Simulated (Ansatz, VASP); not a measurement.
## Cross-check of GeAu2 between VASP and Ansatz

One calculation is typed for both programs; each brings its own data sets and cutoff. How far apart do they land? The cell is invented: other elements were put on sites of a known structure type. It may not be a known or stable phase. The cell is taken from a series of VASP runs on this material, whose earlier steps may have relaxed, scaled or displaced it; both programs get it as it stands.

Method: plane waves, with VASP 6.6.1 beside it; relaxation of cell and atoms at PBE, in Ansatz 0.2.0.

### Step 1. The structure

It takes space group P-3m1 (No. 164, trigonal). The conventional cell has a = 3.417 Å, b = 3.417 Å, c = 5.727 Å, α = 90.00°, β = 90.00°, γ = 120.00°. Ge has 6 Au at 2.69 Å nearest. Nearest to Au lie 3 Ge at 2.69 Å and 3 Au at 2.86 Å. Farther neighbours are not listed.

As a file:

```cif
data_structure
_symmetry_space_group_name_H-M 'P 1'
_symmetry_Int_Tables_number 1
_cell_length_a 3.4172
_cell_length_b 3.4172
_cell_length_c 5.7266
_cell_angle_alpha 90.000
_cell_angle_beta 90.000
_cell_angle_gamma 120.000
_cell_volume 57.91
loop_
_atom_site_label
_atom_site_type_symbol
_atom_site_fract_x
_atom_site_fract_y
_atom_site_fract_z
_atom_site_occupancy
Ge1 Ge 0.00000 0.00000 0.00000 1
Au2 Au 0.33333 0.66667 0.31923 1
Au3 Au 0.66667 0.33333 0.68077 1
```

### Step 2. VASP: relaxation of cell and atoms, PBE

The relaxed volume is the usual yardstick between codes: its relative difference is about their pressure difference at one cell divided by the bulk modulus.

Lines of VASP's logs that name or quote its potential files are left out, and so is its time.

The input, INCAR:

```
SYSTEM = GeAu2
PREC = Accurate
ENCUT = 410
EDIFF = 1E-06
NELM = 100
ISMEAR = -1
SIGMA = 0.05
LREAL = .FALSE.
ALGO = Normal
GGA = PE
LORBIT = 11
LWAVE = .FALSE.
LCHARG = .FALSE.
IBRION = 2
NSW = 60
ISIF = 3
EDIFFG = -0.01
```

The input, POSCAR:

```
GeAu2
1.0
    3.4172034512      0.0000000000      0.0000000000
   -1.7086017256      2.9593849992      0.0000000000
    0.0000000000      0.0000000000      5.7265987224
Ge Au
1 2
Direct
    0.0000000000      0.0000000000      0.0000000000
    0.3333333300      0.6666666700      0.3192305372
    0.6666666700      0.3333333300      0.6807694628
```

The input, KPOINTS:

```
Automatic mesh
0
Gamma
7 7 4
0 0 0
```

The projector-augmented-wave data sets are Ge_d and Au (PBE family, release 64).

On the command line:

```sh
$ mpirun -np 1 vasp_std
```

Numbers of over 12 decimals in the logs are rounded to 6 here.

What it wrote:

```text
[banner, memory and clock lines left out]
running    1 mpi-ranks, on    1 nodes
 distrk:  each k-point on    1 cores,    1 groups
 distr:  one band on    1 cores,    1 groups

 POSCAR found type information on POSCAR GeAu
 POSCAR found :  2 types and       3 ions
 LDA part: xc-table for (Slater+PW92), standard interpolation
 POSCAR, INCAR and KPOINTS ok, starting setup
 FFT: planning ... GRIDC
 FFT: planning ... GRID_SOFT
 FFT: planning ... GRID
 WAVECAR not read
 entering main loop
       N       E                     dE             d eps       ncg     rms          rms(c)
DAV:   1     0.256872972427E+03    0.25687E+03   -0.15890E+04  1504   0.301E+03
DAV:   2     0.162839532248E+02   -0.24059E+03   -0.23194E+03  1316   0.675E+02
DAV:   3    -0.109773767894E+02   -0.27261E+02   -0.27041E+02  1382   0.130E+02
DAV:   4    -0.117475872461E+02   -0.77021E+00   -0.76976E+00  1394   0.225E+01
DAV:   5    -0.117646852199E+02   -0.17098E-01   -0.17096E-01  1510   0.365E+00    0.924E+00
DAV:   6    -0.108667940637E+02    0.89789E+00   -0.41575E+00  1388   0.158E+01    0.688E+00
DAV:   7    -0.108299310073E+02    0.36863E-01   -0.23145E-01  1420   0.427E+00    0.394E+00
DAV:   8    -0.108174956881E+02    0.12435E-01   -0.52355E-02  1616   0.243E+00    0.337E-01
DAV:   9    -0.108155474861E+02    0.19482E-02   -0.11357E-02  1656   0.127E+00    0.131E-01
DAV:  10    -0.108154883595E+02    0.59127E-04   -0.96420E-04  1388   0.274E-01    0.313E-02
DAV:  11    -0.108154935090E+02   -0.51494E-05   -0.29552E-05  1536   0.452E-02    0.723E-03
DAV:  12    -0.108154945565E+02   -0.10476E-05   -0.16011E-06  1042   0.128E-02    0.220E-03
DAV:  13    -0.108154944775E+02    0.78997E-07   -0.49966E-07   784   0.928E-03
   1 F= -.10815494E+02 E0= -.10810988E+02  d E =-.108155E+02
[...]
2 F= -.10815589E+02 E0= -.10811095E+02  d E =-.947064E-04
[...]
3 F= -.10815626E+02 E0= -.10811128E+02  d E =-.131261E-03
[...]
4 F= -.10815624E+02 E0= -.10811126E+02  d E =-.129112E-03
[...]
5 F= -.10815626E+02 E0= -.10811128E+02  d E =-.131214E-03
[...]
6 F= -.10815626E+02 E0= -.10811128E+02  d E =-.131076E-03
[...]
7 F= -.10815695E+02 E0= -.10811214E+02  d E =-.697221E-04
 ZBRENT: can't locate minimum, use default step
 trial-energy change:   -0.000070  1 .order   -0.000082   -0.000092   -0.000072
 step:   3.7752(harm=  4.2514)  dis= 0.00050  next Energy=   -10.815833 (dE=-0.207E-03)
 bond charge predicted
       N       E                     dE             d eps       ncg     rms          rms(c)
DAV:   1    -0.108193575582E+02   -0.36619E-02   -0.15870E-01  1292   0.327E+00    0.368E-01
DAV:   2    -0.108168778370E+02    0.24797E-02   -0.32061E-03  1578   0.757E-01    0.209E-01
DAV:   3    -0.108159249549E+02    0.95288E-03   -0.80559E-04  1706   0.434E-01    0.748E-02
DAV:   4    -0.108158186688E+02    0.10629E-03   -0.18461E-04  1624   0.171E-01    0.238E-02
DAV:   5    -0.108158175184E+02    0.11505E-05   -0.18077E-05  1504   0.452E-02    0.932E-03
DAV:   6    -0.108158172072E+02    0.31112E-06   -0.33270E-07   736   0.820E-03
   8 F= -.10815817E+02 E0= -.10811349E+02  d E =-.191653E-03
 curvature:  -2.86 expect dE=-0.276E-04 dE for cont linesearch -0.515E-05
 trial: gam=-0.16757 g(F)=  0.788E-06 g(S)=  0.889E-05 ort = 0.155E-04 (trialstep = 0.151E+01)
 search vector abs. value=  0.823E-05
 reached required accuracy - stopping structural energy minimisation
```

OUTCAR, selected parts (step 2):

```text
ion  position               nearest neighbor table
   1  0.000  0.000  0.000-   2 2.69   3 2.69   3 2.69   2 2.69   3 2.69   2 2.69
   2  0.333  0.667  0.319-   1 2.69   1 2.69   1 2.69   3 2.86   3 2.86   3 2.86
   3  0.667  0.333  0.681-   1 2.69   1 2.69   1 2.69   2 2.86   2 2.86   2 2.86

  LATTYP: Found a hexagonal cell.
 ALAT       =     3.4172034512
 C/A-ratio  =     1.6758143916

 Subroutine GETGRP returns: Found 12 space group operations
 (whereof 12 operations were pure point group operations)

The static configuration has the point symmetry D_3d.

 Found     28 irreducible k-points:

   k-points           NKPTS =     28   k-points in BZ     NKDIM =     28   number of bands    NBANDS=     22

   dimension x,y,z NGX =    24 NGY =   24 NGZ =   40
   dimension x,y,z NGXF=    48 NGYF=   48 NGZF=   80

   ENCUT  =  410.0 eV  30.13 Ry    5.49 a.u.   5.64  5.64  9.45*2*pi/ulx,y,z

   NELECT =      36.0000    total number of electrons

 k-points in reciprocal lattice and weights: Automatic mesh
   0.00000000  0.00000000  0.00000000       0.005
   0.14285714  0.00000000  0.00000000       0.031
   0.28571429 -0.00000000  0.00000000       0.031
   0.42857143  0.00000000  0.00000000       0.031
   0.14285714  0.14285714  0.00000000       0.031
   0.28571429  0.14285714  0.00000000       0.061
   0.42857143  0.14285714  0.00000000       0.031
   0.28571429  0.28571429  0.00000000       0.031
   0.00000000  0.00000000  0.25000000       0.010
[...]
0.42857143  0.14285714  0.50000000       0.031
   0.28571429  0.28571429  0.50000000       0.031

 average (electrostatic) potential at core
       1 -72.1761       2 -66.3891       3 -66.3891

 E-fermi :   7.3102

 k-point     1 :       0.0000    0.0000    0.0000
  band No.  band energies     occupation
    ...
     14       3.7524      2.00000
     15       3.8945      2.00000
     16       3.9371      2.00000
     17       3.9810      2.00000
     18       3.9810      2.00000
     19      12.3654      0.00000
     20      12.3655      0.00000
     21      15.6218      0.00000
     22      16.5874      0.00000

 k-point     2 :       0.1429    0.0000    0.0000
  band No.  band energies     occupation
    ...
     14       3.6668      2.00000
     15       3.7045      2.00000
     16       4.1529      2.00000
     17       4.3456      2.00000
     18       5.0717      2.00000
     19      10.2535      0.00000
     20      11.6423      0.00000
     21      14.7250      0.00000
     22      16.6397      0.00000

 k-point     3 :       0.2857   -0.0000    0.0000
  band No.  band energies     occupation
    ...
     14       3.8198      2.00000
     15       3.8732      2.00000
     16       4.2864      2.00000
     17       5.1148      2.00000
     18       6.2904      2.00000
     19       7.6201      0.00406
     20      10.3841      0.00000
     21      12.3164      0.00000
     22      14.1108      0.00000

  Total       -0.0058924     -0.0058924     -0.0219867     -0.0000000     -0.0000000      0.0000000
  in kB       -0.1622712     -0.1622712     -0.6054896     -0.0000000     -0.0000000      0.0000000
  external PRESSURE =      -0.3100107 kB  Pullay stress =       0.0000000 kB

  energy-cutoff  :      410.00
  volume of cell :       58.18
      direct lattice vectors                 reciprocal lattice vectors
     3.430919320  0.000000000 -0.000000000     0.291467070  0.168278591  0.000000000
    -1.715459660  2.971263290  0.000000000     0.000000000  0.336557182  0.000000000
     0.000000000 -0.000000000  5.707069859     0.000000000  0.000000000  0.175221265

 POSITION                                       TOTAL-FORCE (eV/Angst)
 -----------------------------------------------------------------------------------
      3.43092      0.00000     -0.00000         0.000000      0.000000      0.000000
     -0.00000      1.98084      1.82129        -0.000000      0.000000     -0.002857
      1.71546      0.99042      3.88578         0.000000     -0.000000      0.002857
 -----------------------------------------------------------------------------------
    total drift:                                0.000000      0.000000     -0.000000

  FREE ENERGIE OF THE ION-ELECTRON SYSTEM (eV)
  ---------------------------------------------------
  free  energy   TOTEN  =       -10.8158172072 eV

  energy  without entropy=      -10.8068811713  energy(sigma->0) =      -10.81134919

 reached required accuracy - stopping structural energy minimisation

 total charge
# of ion       s       p       d       tot
------------------------------------------
    1        1.215   0.938  10.046  12.199
    2        0.640   0.286   8.721   9.647
    3        0.640   0.286   8.721   9.647
--------------------------------------------------
tot          2.494   1.511  27.487  31.493

[... 3 further parts left out ...]
```

### Step 3. Ansatz: relaxation of cell and atoms, PBE

Ansatz runs on its default PAW (the set named soft_2) files.

The same cell, functional, mesh and smearing now go to Ansatz, which takes its cutoff from its data sets.

The input, input.yaml:

```yaml
crystal:
  lattice:
    - [3.4172034512, 0.0, 0.0]
    - [-1.7086017256, 2.9593849992, 0.0]
    - [0.0, 0.0, 5.7265987224]
  atoms:
    - { symbol: Ge, position: [0.0, 0.0, 0.0] }
    - { symbol: Au, position: [0.33333333, 0.66666667, 0.3192305372] }
    - { symbol: Au, position: [0.66666667, 0.33333333, 0.6807694628] }
hamiltonian:
  xc: pbe
  pseudopotentials: { kind: paw }
kpoints:
  mp_grid: { grid: [7, 7, 4] }
scf:
  occupations: { method: fermi_dirac, width: 0.05 }
relax:
  f_tol: 0.01
  max_steps: 60
  cell: { stress_tol: 0.05 }
output:
  forces: true
  stress: true
```

On the command line:

```sh
$ ansatz run input.yaml --threads 4 --pin off --max-ram 9216MiB --backend cpu --events-out ev --progress --plain --runs-dir out
```

What it wrote:

```text
Engine: ansatz 0.2.0, aarch64-unknown-linux-gnu
Pseudopotentials: kind: paw
Pseudopotential: Ge, paw, valence charge 14, recommended cutoff 420 eV (normal), Ge.paw.azcp
Pseudopotential: Au, paw, valence charge 19, recommended cutoff 420 eV (normal), Au.paw.azcp
Functional definition: PBE
  parameter kappa = 0.804
  parameter beta = 0.066725
  exchange = pbe_x(kappa = kappa, mu = beta*pi^2/3)
  correlation = pbe_c(beta = beta)
Crystal: 3 atoms, lattice volume = 57.912 Å³
Basis set: ecut = 420 eV, 1123 PW (Γ), exchange–correlation on 48×48×80 points (8 copies of the dense FFT grid, shifted against one another)
Bands: 32, of which v1, the nominal top of the filled ones, is band 26 counted from 1 (25 counted from 0)
Symmetry: 12 space group operations
Space group: P-3m1 (ITA 164), of the structure as read, at distance tolerance 3.9e-5 Å
k-points: 28 of 196
Non-local potential: Ge, projectors of the file, l = 0: 2, l = 1: 2, l = 2: 3, l = 3: 1
Non-local potential: Au, projectors of the file, l = 0: 3, l = 1: 2, l = 2: 2, l = 3: 1
PAW form: soft (Blöchl's): semilocal exchange-correlation on the pseudo side does not see the compensation charge
PAW one-centre angular grid: Ge, 590 points (default); XC on 64 Gauss nodes
PAW one-centre angular grid: Au, 590 points (default); XC on 64 Gauss nodes
Initial density: superposition of atomic densities (neutral atoms: chi_scale 0, normalization atom), corrected by the library's trained network
Initial wavefunctions: pseudopotential atomic-orbital guess
Functional: x = pbe(κ = 0.804, μ = 0.219515), c = pbe(β = 0.066725)
SCF iter   1: F=—  HF=-30593.496881 eV  |F-HF|=—  |Δ(HF+E_count)|=         —  Δρ=1.97e-3  dr2=2.22e-3  ethr=1.77e-3  ⟨swp⟩=6.1  Hψ=3342  notcnv=0  defer=4
preconditioner: auto → Kerker (q_TF=auto, 2.680 Å⁻¹)  [metal: Δε(μ)=0.140 eV  Ē_g=15.353 eV  σ=0.050 eV  W_gap=0.48  n_scr=22 (ndim 8)  ℏωp=29.3 eV  f_vac=0.000  D(μ)=1.14/eV (n_scr^D=2)]
SCF iter   2: F=—  HF=-30593.498150 eV  |F-HF|=—  |Δ(HF+E_count)|=   1.27e-3  Δρ=1.16e-3  dr2=9.23e-4  ethr=4.27e-6  ⟨swp⟩=2.0  Hψ=1470  notcnv=0  defer=6
SCF iter   3: F=—  HF=-30593.498131 eV  |F-HF|=—  |Δ(HF+E_count)|=   1.93e-5  Δρ=2.85e-4  dr2=7.23e-5  ethr=1.78e-6  ⟨swp⟩=2.1  Hψ=1173  notcnv=0  defer=6
SCF iter   4: F=—  HF=-30593.498130 eV  |F-HF|=—  |Δ(HF+E_count)|=   9.22e-7  Δρ=1.12e-4  dr2=7.89e-6  ethr=1.39e-7  ⟨swp⟩=2.0  Hψ=1360  notcnv=0  defer=6
SCF iter   5: F=—  HF=-30593.498129 eV  |F-HF|=—  |Δ(HF+E_count)|=   8.27e-7  Δρ=5.78e-5  dr2=2.53e-6  ethr=1.52e-8  ⟨swp⟩=2.0  Hψ=1242  notcnv=0  defer=6
SCF iter   6: F=—  HF=-30593.498129 eV  |F-HF|=—  |Δ(HF+E_count)|=  7.64e-10  Δρ=1.95e-5  dr2=2.91e-7  ethr=4.87e-9  ⟨swp⟩=2.0  Hψ=1336  notcnv=0  defer=6
SCF iter   7: F=-30593.498129 eV  HF=-30593.498129 eV  |F-HF|=8.35e-9  |Δ(HF+E_count)|=   5.36e-8  Δρ=6.55e-6  dr2=3.36e-8  ethr=1.92e-10  ⟨swp⟩=4.0  Hψ=2830  notcnv=0
SCF 1 converged in 7 iterations: F = -30593.498129 eV  dr2 = 3.36e-8
  greatest PAW one-centre occupation: 1.000 electrons in one spin orbital (limit 2), on the Au atom at site 2 (counted from 0), in its partial waves of l = 0
relax step   1: F+E_penalty+E_count = -30593.49812904 eV  Δ(F+E_penalty+E_count) = +0.000e0 eV  max|allowed force component| = 1.137e-2 eV/Å  Δτ_max = 0.0000 Å  P = +0.381 GPa  Ω = 57.912 Å³  (7 SCF iters, dr2 threshold 1.00e-7 eV, accepted)
[...]
relax step   2: F+E_penalty+E_count = -30593.49805267 eV  Δ(F+E_penalty+E_count) = +7.638e-5 eV  max|allowed force component| = 2.720e-2 eV/Å  Δτ_max = 0.0044 Å  P = -0.464 GPa  Ω = 58.515 Å³  energy of the carried Pulay correction = -1.794e-4 eV  (6 SCF iters, dr2 threshold 3.00e-7 eV, accepted)
[...]
relax step   3: F+E_penalty+E_count = -30593.49863869 eV  Δ(F+E_penalty+E_count) = -5.860e-4 eV  max|allowed force component| = 1.633e-3 eV/Å  Δτ_max = 0.0026 Å  P = -0.061 GPa  Ω = 58.259 Å³  energy of the carried Pulay correction = -1.033e-4 eV  (4 SCF iters, dr2 threshold 3.00e-7 eV, accepted)
[...]
relax step   4: F+E_penalty+E_count = -30593.49871533 eV  Δ(F+E_penalty+E_count) = -7.664e-5 eV  max|allowed force component| = 1.435e-3 eV/Å  Δτ_max = 0.0003 Å  P = +0.001 GPa  Ω = 58.268 Å³  energy of the carried Pulay correction = -1.060e-4 eV  (4 SCF iters, dr2 threshold 6.35e-8 eV, accepted)
[...]
relax step   5: F+E_penalty+E_count = -30593.49880613 eV  Δ(F+E_penalty+E_count) = -9.080e-5 eV  max|allowed force component| = 1.426e-3 eV/Å  Δτ_max = 0.0000 Å  P = +0.001 GPa  Ω = 58.268 Å³  stress off target by 7.37e-3 GPa  SCF on the basis re-selected at this cell (its energy is not comparable with the rows above)  (5 SCF iters)
basis re-selected at this cell: Δ(F+E_penalty+E_count) = -9.080e-5 eV, ΔP = -0.001 GPa vs the last step (what re-selecting the basis moved, of the pressure what is left beyond the Pulay correction that the steps carried, after the strain that the cell walked since its last selection, with what the two solves' SCF thresholds leave and, on support functions, any second-order correction that the steps lacked; it is no m [...]
SCF converged after 5 iterations
Free energy (F): -30593.498806 eV
Harris-Foulkes:  -30593.498806 eV  (|F-HF|=3.27e-11)
Internal energy: -30593.489810 eV  (E = F + TS)
E sigma→0 (E₀):  -30593.494308 eV
Entropy (-TS):   -0.008996 eV (-2.999 meV/atom)
Fermi energy:    15.225420 eV
--- Per-component energies (eV) ---
  E_band       = -676.487352
  E_kinetic    = 1319.387690
  E_local      = -6176.013646  (includes V_loc(G=0)·N_el)
  E_nonlocal   = 562.601399
  E_hartree    = 2631.938928
  E_xc         = -531.343377
  E_vxc        = -614.593566  (∫ρ·V_xc dr)
  E_paw        = -21430.511394  (= ΣΔE_a)
  E_vpaw       = -1031.750199  (= ΣTr[D̂ρ^β])
  E_aug_tail   = 0.003117  (compensation charges beyond the density's cutoff)
  E_ewald      = -6969.552526
  E_smearing   = -0.008996  (= −TS)
  E_closure    = 0.000000  (closes the sum)
  Σ components = -30593.498806   (vs F -30593.498806, Δ=0.00e0)
--- Forces (eV/Å), atoms counted from 1 ---
  atom   1  Ge     0.00000000    -0.00000000     0.00000000
  atom   2  Au    -0.00000000     0.00000000     0.00142629
  atom   3  Au    -0.00000000    -0.00000000    -0.00142629
  max |Σ_I F_I| component: 1.85e-17 eV/Å
--- Stress (GPa, compression-positive) ---
        0.004814       0.000000      -0.000000
        0.000000       0.004814      -0.000000
        0.000000      -0.000000      -0.007372
  P = ⅓ Tr σ = 0.0008 GPa (0.008 kbar)
--- Relaxed structure (4 steps of the walk, 4 accepted, 1 SCFs on fresh bases) ---
  F+E_penalty+E_count = -30593.49880613 eV   max|allowed force component| = 1.426e-3 eV/Å   (the final SCF, on the basis selected at the relaxed cell)
  cell:  # Å, volume = 58.2676 Å³
    - [3.436138, 0.0, 0.0]
    - [-1.718069, 2.975783, 0]
    - [0.0, 0, 5.698429]
  atoms:
    - { symbol: Ge, position: [0, 0, 0] }
    - { symbol: Au, position: [0.333333, 0.666667, 0.318857] }
    - { symbol: Au, position: [0.666667, 0.333333, 0.681143] }
```

Wall time 3.8 s (4 threads of Arm Neoverse V1, shared host); peak memory 0.38 GiB.

### Step 4. Comparison

Known differences besides the potentials themselves: both relaxations stop at a tolerance, which leaves soft axes loose, and VASP keeps its plane-wave basis; the data sets hold 52 valence electrons in Ansatz (default PAW (the set named soft_2) files) and 36 in VASP; the cutoff is 420 eV in Ansatz and 410 eV in VASP; VASP leaves aspherical gradient terms in its spheres out (LASPH is not set), Ansatz keeps them; Ansatz adds a Pulay correction to the stress that steers its cell, VASP none. Total energies have different zeros and are not compared.

Both answers:

| quantity | Ansatz | VASP | difference |
| --- | --- | --- | --- |
| volume (Å³) | 58.27 | 58.18 | +0.15 % |
| edge a after relaxation, in the typed setting (Å) | 3.436 | 3.431 | +0.15 % |
| edge c after relaxation, in the typed setting (Å) | 5.698 | 5.707 | -0.15 % |

The walks stopped with 0.00 GPa left in Ansatz and -0.03 GPa in VASP; each walk ends within a tolerance, so the volume difference is uncertain by about these residues over the bulk modulus, most in soft cells.

### Step 5. Results

```
difference in volume (relaxation of cell and atoms, PBE) : 0.15 %
```

In words: The difference in volume is 0.15 % (relaxation of cell and atoms, PBE), within the 1.2 % picked in this series as the mark of a large difference, as far as the stopping tolerances let one tell. How closely two codes agree says nothing of how well the functional describes the real material.

[Lines on the potential files, build, host, timing and source positions are cut from VASP's logs without a mark.]

[Logs are printed without paths, hosts, clocks, repeated set-up lines and the standing remarks that a program may print on its own settings, such as how far it seeks lower states.]

[Hosts, paths, dates, database ids (printed as entryN), source tags and the programs' standing remarks are cut or masked in the printed files.]
